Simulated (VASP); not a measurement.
Here is the system:

```
HgTe
1.0
    0.00000     3.27203     3.27203
    3.27203     0.00000     3.27203
    3.27203     3.27203     0.00000
Hg Te
1 1
Cartesian
  0.00000   0.00000   0.00000
  1.63601   1.63601   1.63601
```

Method: AM05 GGA, VASP's PBE PAW potentials (set 64) (plane waves; VASP). Numerical set-up: 520 eV cut-off, 11×11×11 Γ-centred mesh, tetrahedra with Blöchl corrections, potentials Hg Te.

Task: The job: HgTe (zinc blende), 2 atoms, AM05, static run, 520 eV, 11×11×11 Γ-centred mesh. Roughly how much core time does it take on a busy server core?

Result: About 30 core-seconds (one run on a shared machine, a rough figure). It had 56 irreducible k-points, 13 bands, up to 1917 plane waves and 13 electronic steps.

The compound is HgTe in the zinc blende structure. It was relaxed first.
